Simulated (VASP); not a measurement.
```yaml
crystal:
  lattice:
    - [0.00000, 2.27051, 2.27051]
    - [2.27051, 0.00000, 2.27051]
    - [2.27051, 2.27051, 0.00000]
  atoms:
    - { symbol: Ga, position: [0.00000, 0.00000, 0.00000] }
    - { symbol: N, position: [0.25000, 0.25000, 0.25000] }
```

The numbers are results of r2SCAN+rVV10, VASP's PBE PAW potentials (set 64) (plane waves; VASP 6.6.1), not measurements. Settings: 520 eV cut-off, 10×10×10 Γ-centred mesh, Gaussian smearing of 0.050 eV, potentials Ga_d N.

**Question.** The job: GaN (zinc blende), 2 atoms, r2SCAN+rVV10, static run, 520 eV, 10×10×10 Γ-centred mesh. Roughly how much core time does it take on a busy server core?

**Answer.** About 50 core-seconds (one run on a shared machine, a rough figure). It had 47 irreducible k-points, 13 bands, up to 642 plane waves and 24 electronic steps.

The compound is GaN in the zinc blende structure, a metastable form; wurtzite is the usual one. This cell is one point of a volume scan, at 1.03 of the reference volume.
